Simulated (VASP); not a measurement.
Computed with vdW-DF-cx, VASP's PBE PAW potentials (set 64) (plane waves; VASP).

VASP ran on this input.

### INCAR
```
ISMEAR  =  1   ! Methfessel-Paxton
LASPH  =  .True.   ! aspherical one-centre terms
PREC  =  Accurate
LUSE_VDW  =  .True.
ALGO  =  Normal   ! blocked Davidson
EDIFF  =  1E-7
AGGAC  =  0.0
SYSTEM  =  Al3Sc
SIGMA  =  0.1
ISIF  =  2   ! forces and stress, cell fixed
NELM  =  100   ! most electronic steps
GGA  =  CX
LWAVE  =  .False.
LMAXMIX  =  4
ENCUT  =  520   ! plane-wave cut-off (eV)
LCHARG  =  .False.
LREAL  =  .False.   ! projection in real space or not
```

File POSCAR:
```
Al3Sc
1.0
  4.1645504409   0.0000000000   0.0000000000
  0.0000000000   4.1645504409   0.0000000000
  0.0000000000   0.0000000000   4.1645504409
Sc Al
1 3
Cart
  0.0000000000   0.0000000000   0.0000000000
  0.0000000000   2.0822752205   2.0822752205
  2.0822752205   0.0000000000   2.0822752205
  2.0822752205   2.0822752205   0.0000000000
```

### KPOINTS
```
Automatic mesh
0
Gamma
8 8 8
0 0 0
```

POTCAR, in this order: Sc_sv Al (PBE.64 set). Program: vasp_std.

Output

File OUTCAR:
```
 ion  position               nearest neighbor table
   1  0.000  0.000  0.000-   2 2.94   3 2.94   4 2.94   2 2.94   3 2.94   2 2.94   4 2.94   2 2.94
                             3 2.94   4 2.94   3 2.94   4 2.94
   2  0.000  0.500  0.500-   1 2.94   3 2.94   4 2.94   1 2.94   4 2.94   1 2.94   3 2.94   1 2.94
                             3 2.94   4 2.94   4 2.94   3 2.94
   3  0.500  0.000  0.500-   1 2.94   2 2.94   4 2.94   1 2.94   4 2.94   2 2.94   4 2.94   4 2.94
                             1 2.94   2 2.94   1 2.94   2 2.94
   4  0.500  0.500  0.000-   1 2.94   2 2.94   3 2.94   2 2.94   3 2.94   1 2.94   3 2.94   3 2.94
                             1 2.94   2 2.94   2 2.94   1 2.94
  LATTYP: Found a simple cubic cell.
 ALAT       =     4.1645504409
 Subroutine PRICEL returns:
 Original cell was already a primitive cell.
 Subroutine GETGRP returns: Found 48 space group operations
The static configuration has the point symmetry O_h .
The dynamic configuration has the point symmetry O_h .
 Subroutine INISYM returns: Found 48 space group operations
 Subroutine IBZKPT returns following result:
 Found     35 irreducible k-points:

 Following reciprocal coordinates:
            Coordinates               Weight
  0.000000  0.000000  0.000000      1.000000
  0.125000  0.000000  0.000000      6.000000
  0.250000  0.000000  0.000000      6.000000
...
```

### OSZICAR
```
       N       E                     dE             d eps       ncg     rms          rms(c)
DAV:   1     0.122655722727E+03    0.12266E+03   -0.82858E+03   988   0.128E+03
DAV:   2    -0.670222443902E+01   -0.12936E+03   -0.12732E+03   980   0.362E+02
DAV:   3    -0.143183028603E+02   -0.76161E+01   -0.74066E+01  1500   0.761E+01
DAV:   4    -0.144805871075E+02   -0.16228E+00   -0.16185E+00  1392   0.113E+01
DAV:   5    -0.144845562469E+02   -0.39691E-02   -0.39661E-02  1434   0.176E+00    0.840E+00
DAV:   6    -0.135262301511E+02    0.95833E+00   -0.51872E+00  1626   0.259E+01    0.297E+00
DAV:   7    -0.134833534060E+02    0.42877E-01   -0.12009E-01  1334   0.321E+00    0.176E+00
DAV:   8    -0.134631912191E+02    0.20162E-01   -0.47996E-02  1550   0.212E+00    0.265E-01
DAV:   9    -0.134630263930E+02    0.16483E-03   -0.51413E-03  1376   0.924E-01    0.124E-01
DAV:  10    -0.134628908545E+02    0.13554E-03   -0.64525E-04  1578   0.315E-01    0.598E-02
DAV:  11    -0.134629000535E+02   -0.91990E-05   -0.58394E-05  1534   0.597E-02    0.409E-02
DAV:  12    -0.134628831734E+02    0.16880E-04   -0.13457E-04  1588   0.141E-01    0.490E-03
DAV:  13    -0.134628828243E+02    0.34910E-06   -0.53973E-06  1616   0.261E-02    0.226E-03
DAV:  14    -0.134628828108E+02    0.13447E-07   -0.16979E-07   916   0.443E-03
   1 F= -.13462883E+02 E0= -.13462092E+02  d E =-.237151E-02
```

**OUTCAR**
```
------------------------ aborting loop because EDIFF is reached ----------------------------------------
  FORCE on cell =-STRESS in cart. coord.  units (eV):
  Direction    XX          YY          ZZ          XY          YZ          ZX
  --------------------------------------------------------------------------------------
  Total       -2.0530999     -2.0530999     -2.0530999      0.0000000      0.0000000      0.0000000
  in kB      -45.5424381    -45.5424381    -45.5424381      0.0000000      0.0000000      0.0000000
  external PRESSURE =     -45.5424381 kB  Pullay stress =       0.0000000 kB
  volume of cell :       72.23
      direct lattice vectors                 reciprocal lattice vectors
     4.164550441  0.000000000  0.000000000     0.240121957  0.000000000  0.000000000
     0.000000000  4.164550441  0.000000000     0.000000000  0.240121957  0.000000000
     0.000000000  0.000000000  4.164550441     0.000000000  0.000000000  0.240121957
 POSITION                                       TOTAL-FORCE (eV/Angst)
 -----------------------------------------------------------------------------------
      0.00000      0.00000      0.00000         0.000000      0.000000      0.000000
      0.00000      2.08228      2.08228         0.000000      0.000000      0.000000
      2.08228      0.00000      2.08228         0.000000      0.000000      0.000000
      2.08228      2.08228      0.00000         0.000000      0.000000      0.000000
 -----------------------------------------------------------------------------------
    total drift:                                0.000000      0.000000      0.000000
  FREE ENERGIE OF THE ION-ELECTRON SYSTEM (eV)
  ---------------------------------------------------
  free  energy   TOTEN  =       -13.4628828108 eV

  energy  without entropy=      -13.4605113018  energy(sigma->0) =      -13.46209231
```
(Selected blocks of OUTCAR.)

The compound is Al3Sc in the L1_2 structure. This cell is one point of a volume scan, at 1.06 of the reference volume.
